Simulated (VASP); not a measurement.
# VASP inputs for BiB (zincblende)

INCAR

```
ISMEAR = -1
IBRION = -1
NBANDS = 16
ISIF = 2
SIGMA = 0.02
EDIFF = 1E-7
LASPH = .TRUE.
GGA = PE
NELM = 120
LREAL = .FALSE.
LWAVE = .FALSE.
LELF = .TRUE.
PREC = Accurate
ENCUT = 520
LCHARG = .TRUE.
NSW = 0
```

KPOINTS

```
KPOINTS created by Atomic Simulation Environment
0
Gamma
8 8 8
0 0 0
```

KPOINTS_OPT

```
special points
6
Reciprocal
0.0000000000 0.0000000000 0.0000000000 1
0.5000000000 0.0000000000 0.5000000000 1
0.5000000000 0.2500000000 0.7500000000 1
0.3750000000 0.3750000000 0.7500000000 1
0.5000000000 0.5000000000 0.5000000000 1
0.6250000000 0.2500000000 0.6250000000 1
```

POSCAR

```
B  Bi
 1.0000000000000000
     0.0000000000000000    2.7448744631273732    2.7448744631273732
     2.7448744631273732    0.0000000000000000    2.7448744631273732
     2.7448744631273732    2.7448744631273732    0.0000000000000000
 B   Bi
   1   1
Cartesian
  0.0000000000000000 -0.0000000000000000 -0.0000000000000000
  1.3724372315636866  1.3724372315636866  1.3724372315636866
```

VASP ran with the recommended PBE PAW datasets (18 valence electrons in the cell).

**Question.** Predict the results.

**Answer.** gap between bands v and c 0.28 eV; least direct gap 0.28 eV; pressure 1.2 GPa.

Band v is the last that the valence electrons fill when counted band by band, and c is the next. Levels in eV from the top of v:

```
point    v−1      v     c   c+1
    Γ   0.00   0.00  0.28  2.81
    X  -3.46  -3.46  0.88  0.97
    W  -4.54  -4.14  3.32  3.89
    K  -4.83  -2.95  1.31  3.64
    L  -1.60  -1.60  0.41  4.17
```
